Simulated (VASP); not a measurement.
# Ti2BN (P4/mmm) in VASP: further runs

One crystal, Ti2BN, is run at these levels: r2SCAN, PBE; tasks: single point, relaxation of cell and atoms.

Program: VASP 6.6.1. These are calculated values, not measurements. Logs are shortened: lines on timing, memory, paths and dates and some standing lists are left out, and cuts for length are marked.

## (1) The structure

It takes space group P4/mmm (No. 123, tetragonal). Conventional cell: a = 3.093 Å, b = 3.093 Å, c = 4.358 Å, α = 90.00°, β = 90.00°, γ = 90.00°. Ti (site symmetry 4/mmm) is surrounded by 2 B at 2.18 Å and 4 N at 2.19 Å. Ti (site symmetry 4/mmm) is surrounded by 2 N at 2.18 Å and 4 B at 2.19 Å. B (site symmetry 4/mmm) has 6 Ti at 2.18 to 2.19 Å as nearest neighbours. N (site symmetry 4/mmm) is surrounded by 6 Ti at 2.18 to 2.19 Å.

The cell was built by a generator and needn't be a form met in nature.

## (2) Single point, r2SCAN

Contents of INCAR:

```
SYSTEM = Ti2BN
ALGO = Normal
EDIFF = 1E-6
ENCUT = 520
ISIF = 2
ISMEAR = 0
KPAR = 4
LASPH = .True.
LCHARG = .False.
LMIXTAU = .True.
LREAL = .False.
LWAVE = .False.
METAGGA = R2SCAN
NBANDS = 24
NELM = 150
PREC = Accurate
SIGMA = 0.1
```

Contents of KPOINTS:

```
k-points
0
Gamma
  11 11 8
  0 0 0
```

Contents of POSCAR:

```
Ti2BN                                   
1.0
    3.0931096835      0.0000000000      0.0000000000
    0.0000000000      3.0931096835     -0.0000000000
    0.0000000000     -0.0000000000      4.3579292399
  Ti              B               N             
     2     1     1
Direct
     0.0000000000000000    0.0000000000000000    0.5000000000000000
     0.5000000000000000    0.5000000000000000    0.0000000000000000
     0.0000000000000000    0.0000000000000000    0.0000000000000000
     0.5000000000000000    0.5000000000000000    0.5000000000000000
```

Potentials or basis: VASP PAW PBE potentials, release 64 (Ti_sv, B, N).

Started as:

```bash
> cat potpaw_PBE.64/Ti_sv/POTCAR potpaw_PBE.64/B/POTCAR potpaw_PBE.64/N/POTCAR > POTCAR
> mpirun -np 4 vasp_std > vasp.out
```

OUTCAR:

```text
SYSTEM = Ti2BN
   EDIFF = 1E-6
   ENCUT = 520
   ISIF = 2
   ISMEAR = 0
   LASPH = .True.
   LREAL = .False.
   METAGGA = R2SCAN
   NELM = 150
   PREC = Accurate

 ion  position               nearest neighbor table
   1  0.000  0.000  0.500-   3 2.18   3 2.18   4 2.19   4 2.19   4 2.19   4 2.19
   2  0.500  0.500  0.000-   4 2.18   4 2.18   3 2.19   3 2.19   3 2.19   3 2.19
   3  0.000  0.000  0.000-   1 2.18   1 2.18   2 2.19   2 2.19   2 2.19   2 2.19
   4  0.500  0.500  0.500-   2 2.18   2 2.18   1 2.19   1 2.19   1 2.19   1 2.19

  LATTYP: Found a simple tetragonal cell.
 ALAT       =     3.0931096835
 C/A-ratio  =     1.4089151973

  Lattice vectors:

 A1 = (   3.0931096835,   0.0000000000,   0.0000000000)
 A2 = (   0.0000000000,   3.0931096835,   0.0000000000)
 A3 = (   0.0000000000,   0.0000000000,   4.3579292399)

Analysis of symmetry for initial positions (statically):
=====================================================================
 Subroutine PRICEL returns:
 Original cell was already a primitive cell.

 Routine SETGRP: Setting up the symmetry group for a
 simple tetragonal supercell.

 Subroutine GETGRP returns: Found 16 space group operations
 (whereof 16 operations were pure point group operations)
 out of a pool of 16 trial point group operations.

The static configuration has the point symmetry D_4h.

Analysis of symmetry for dynamics (positions and initial velocities):
=====================================================================
 Subroutine PRICEL returns:
 Original cell was already a primitive cell.

 Routine SETGRP: Setting up the symmetry group for a
 simple tetragonal supercell.

 Subroutine GETGRP returns: Found 16 space group operations
 (whereof 16 operations were pure point group operations)
 out of a pool of 16 trial point group operations.

The dynamic configuration has the point symmetry D_4h.

 Subroutine INISYM returns: Found 16 space group operations
 (whereof 16 operations are pure point group operations),
 and found     1 'primitive' translations

----------------------------------------------------------------------------------------

                                     Primitive cell

  volume of cell :      41.6937

  direct lattice vectors                    reciprocal lattice vectors
[... 90 lines left out ...]
   NELM   =    150;   NELMIN=  2; NELMDL= -5     # of ELM steps
   EDIFF  = 0.1E-05   stopping-criterion for ELM
   LREAL  =      F    real-space projection
   EDIFFG = 0.1E-04   stopping-criterion for IOM
   NSW    =      0    number of steps for IOM
   IBRION =     -1    ionic relax: 0-MD 1-quasi-New 2-CG
   NFREE  =      0    steps in history (QN), initial steepest desc. (CG)
   ISIF   =      2    stress and relaxation
   ISYM   =      2    0-nonsym 1-usesym 2-fastsym
   POTIM  = 0.5000    time-step for ionic-motion
   TEBEG  =    0.0;   TEEND  =   0.0 temperature during run
   PSTRESS=    0.0 pullay stress
   NELECT =      32.0000    total number of electrons
   NUPDOWN=      -1.0000    fix difference up-down
   EMIN   =  10.00;   EMAX   =-10.00  energy-range for DOS
   EFERMI =   0.00;   METHOD = LEGACY
   ISMEAR =     0;   SIGMA  =   0.10  broadening in eV -4-tet -1-fermi 0-gaus
   EFERMI_NEDOS =   21; number of points for ismear=-14 and -15
   IALGO  =     38    algorithm
   IMIX   =      4    mixing-type and parameters
     AMIX     =   0.40;   BMIX     =  1.00
     AMIX_MAG =   1.60;   BMIX_MAG =  1.00
  volume/ion in A,a.u.               =      10.42        70.34
  Fermi-wavevector in a.u.,A,eV,Ry     =   1.498884  2.832479 30.567554  2.246652
  Thomas-Fermi vector in A             =   2.610585
   LORBIT       =      0    0 simple, 1 ext, 2 COOP (PROOUT), +10 PAW based schemes
   METAGGA = R2SCAN    functional components
   LHFCALC =     F    Hartree Fock is set to
   AEXX    =    0.0000 exact exchange contribution
   IVDW    =     0    specifies the selected vdW correction
   LEPSILON=     F    determine dielectric tensor
   LRPA    =     F    only Hartree local field effects (RPA)
 non-spin polarized calculation
 Gauss-broadening in eV      SIGMA  =   0.10
  energy-cutoff  :      520.00
  volume of cell :       41.69
 maximum number of plane-waves:      1138
 NGX is ok and might be reduce to    24

 number of electron      32.0000021 magnetization

 Free energy of the ion-electron system (eV)
  ---------------------------------------------------
  ext. energy  EPLUGINS =         0.00000000
  ---------------------------------------------------
  free energy    TOTEN  =       -47.50443281 eV

  energy without entropy =      -47.50054730  energy(sigma->0) =      -47.50249005

 E-fermi :   9.2940     XC(G=0): -13.3608

 val. band max:        9.2936303486   @ k =   0.4545   0.4545   0.1250
 cond. band min:       9.3182742602   @ k =   0.0909   0.0000   0.5000
 fundamental gap:      0.0246439116
 Fermi energy:         9.2940403178

 k-point     1 :       0.0000    0.0000    0.0000
  band No.  band energies     occupation
      1     -50.3605      2.00000
      2     -49.3654      2.00000
      3     -25.5548      2.00000
      4     -25.5548      2.00000
      5     -25.4820      2.00000
      6     -24.7091      2.00000
[... 637 lines left out ...]
     23      12.8580      0.00000
     24      14.0217      0.00000

 [... further k-points ...]

------------------------ aborting loop because EDIFF is reached ----------------------------------------

  FORCE on cell =-STRESS in cart. coord.  units (eV):
  Direction    XX          YY          ZZ          XY          YZ          ZX
  --------------------------------------------------------------------------------------
  -------------------------------------------------------------------------------------
  Total       -0.2430558     -0.2430558     -0.2315127      0.0000000     -0.0000000     -0.0000000
  in kB       -9.3399767     -9.3399767     -8.8964074      0.0000000     -0.0000000     -0.0000000
  external PRESSURE =      -9.1921203 kB  Pullay stress =       0.0000000 kB

 VOLUME and BASIS-vectors are now :
 -----------------------------------------------------------------------------
  energy-cutoff  :      520.00
  volume of cell :       41.69
      direct lattice vectors                 reciprocal lattice vectors
     3.093109683  0.000000000  0.000000000     0.323299237  0.000000000  0.000000000
     0.000000000  3.093109683  0.000000000     0.000000000  0.323299237  0.000000000
     0.000000000  0.000000000  4.357929240     0.000000000  0.000000000  0.229466782

 POSITION                                       TOTAL-FORCE (eV/Angst)
 -----------------------------------------------------------------------------------
      0.00000      0.00000      2.17896         0.000000      0.000000      0.000000
      1.54655      1.54655      0.00000         0.000000      0.000000      0.000000
      0.00000      0.00000      0.00000         0.000000      0.000000      0.000000
      1.54655      1.54655      2.17896         0.000000      0.000000      0.000000
 -----------------------------------------------------------------------------------
    total drift:                                0.000000     -0.000000     -0.000000

  FREE ENERGIE OF THE ION-ELECTRON SYSTEM (eV)
  ---------------------------------------------------
  free  energy   TOTEN  =       -47.5044328061 eV

  energy  without entropy=      -47.5005473035  energy(sigma->0) =      -47.50249005
```

It took 1.9 min on 4 MPI ranks of Intel Xeon Platinum 8488C (Sapphire Rapids), shared host; peak memory 0.21 GiB.

Results:

```yaml
Free_energy: -47.5044 eV
Pressure: -0.9 GPa
Band_gap_on_the_k_mesh: none (metal or under the smearing width)
```

Caveat: the PAW data sets were made with another functional, which shifts forces and pressure a little.

## (3) Relaxation of cell and atoms, PBE

This run uses another cell than the first one: it holds 8 atoms, not 4.

Contents of INCAR:

```
SYSTEM = Ti2BN
PREC = Accurate
ENCUT = 520
EDIFF = 1E-6
ISMEAR = 0
SIGMA = 0.1
LREAL = .FALSE.
LASPH = .TRUE.
NELM = 120
ALGO = Normal
ISIF = 3
LWAVE = .FALSE.
LCHARG = .FALSE.
GGA = PE
IBRION = 2
NSW = 90
EDIFFG = -0.01
KPAR = 4
```

Contents of KPOINTS:

```
Automatic mesh
0
G
  10 10 10
  0 0 0
```

Contents of POSCAR:

```
Ti2BN
1.0
    1.5680000000     -8.6020000000      0.0000000000
    1.5680000000      8.6020000000      0.0000000000
    0.0000000000      0.0000000000      3.0170000000
Ti B N
4 2 2
Direct
    0.6922808600      0.3077191400      0.7500000000
    0.0721925100      0.9278074900      0.2500000000
    0.3077191400      0.6922808600      0.2500000000
    0.9278074900      0.0721925100      0.7500000000
    0.5275517300      0.4724482700      0.7500000000
    0.4724482700      0.5275517300      0.2500000000
    0.1893164400      0.8106835600      0.2500000000
    0.8106835600      0.1893164400      0.7500000000
```

Potentials or basis: VASP PAW PBE potentials, release 64 (Ti_sv, B, N).

Started as:

```bash
> cat potpaw_PBE.64/Ti_sv/POTCAR potpaw_PBE.64/B/POTCAR potpaw_PBE.64/N/POTCAR > POTCAR
> mpirun -np 4 vasp_std > vasp.out
```

Wall time 21 min (4 MPI ranks of Intel Xeon Platinum 8488C (Sapphire Rapids), shared host); peak memory 0.72 GiB.

Results (log left out):

* Free energy: -72.0155 eV
* Relaxed volume: 10.20 Å³/atom
* Relaxed cell: a = 8.754 Å, b = 8.754 Å, c = 3.016 Å, α = 90.00°, β = 90.00°, γ = 159.33°
* Space group after relaxing (to 0.05 Å): Cmcm (No. 63)
* Energy gained by relaxing: 0.2 meV/atom
* Ionic steps: 8
* Pressure after relaxing: 0.0 GPa
* Largest force after relaxing: 0.006 eV/Å
* Band gap on the k mesh: none (metal or under the smearing width)

Forces on the atoms (eV/Å):
```
Ti   0.000 -0.002  0.000
Ti   0.000 -0.006  0.000
Ti   0.000  0.002  0.000
Ti   0.000  0.006  0.000
B    0.000  0.006  0.000
B    0.000 -0.006  0.000
N    0.000 -0.005  0.000
N    0.000  0.005  0.000
```

The path:
| step | energy change (eV) | largest force (eV/Å) | pressure (GPa) | volume (Å³) |
| --- | --- | --- | --- | --- |
| 1 | 0.0000 | 0.0841 | 0.36 | 81.39 |
| 2 | -0.0011 | 0.0269 | -0.28 | 81.65 |
| 3 | -0.0011 | 0.0296 | -0.29 | 81.64 |
| 4 | -0.0014 | 0.0113 | 0.16 | 81.51 |
| 5 | -0.0014 | 0.0053 | 0.11 | 81.54 |
| 6 | -0.0015 | 0.0125 | 0.02 | 81.58 |
| 7 | -0.0015 | 0.0127 | -0.02 | 81.58 |
| 8 | -0.0015 | 0.0060 | -0.01 | 81.57 |

Final structure:
```yaml
crystal:
  lattice:
    - [1.57037, -8.61214, 0.00000]
    - [1.57037, 8.61214, 0.00000]
    - [0.00000, 0.00000, 3.01577]
  atoms:
    - { symbol: Ti, position: [0.69258, 0.30742, 0.75000] }
    - { symbol: Ti, position: [0.07208, 0.92792, 0.25000] }
    - { symbol: Ti, position: [0.30742, 0.69258, 0.25000] }
    - { symbol: Ti, position: [0.92792, 0.07208, 0.75000] }
    - { symbol: B, position: [0.52722, 0.47278, 0.75000] }
    - { symbol: B, position: [0.47278, 0.52722, 0.25000] }
    - { symbol: N, position: [0.18891, 0.81109, 0.25000] }
    - { symbol: N, position: [0.81109, 0.18891, 0.75000] }
```

Levels at points of the mesh, in eV from the Fermi level:
```
           k point  band 28  band 29  band 30  band 31  band 32  band 33  band 34  band 35  band 36  band 37
(0.00, 0.00, 0.00)    -2.58    -2.19    -1.97    -1.51    -1.03    -0.26    -0.15     0.24     0.73     1.16
(0.50, 0.00, 0.00)    -2.86    -2.68    -1.81    -0.15     0.25     0.44     1.30     1.41     1.48     1.50
(0.50, 0.50, 0.00)    -2.27    -2.13    -2.11    -1.69    -0.78    -0.42     0.06     0.25     0.72     1.08
(0.00, 0.00, 0.50)    -2.92    -1.48    -1.48    -1.22    -1.22     1.44     1.44     1.77     1.77     1.99
(0.50, 0.00, 0.50)    -3.26    -2.67    -2.67    -2.10    -2.10     1.17     1.17     1.99     1.99     2.33
(0.50, 0.50, 0.50)    -3.08    -1.43    -1.43    -0.92    -0.92     1.05     1.05     1.13     1.13     2.10
```

[end of part 1 of 2]
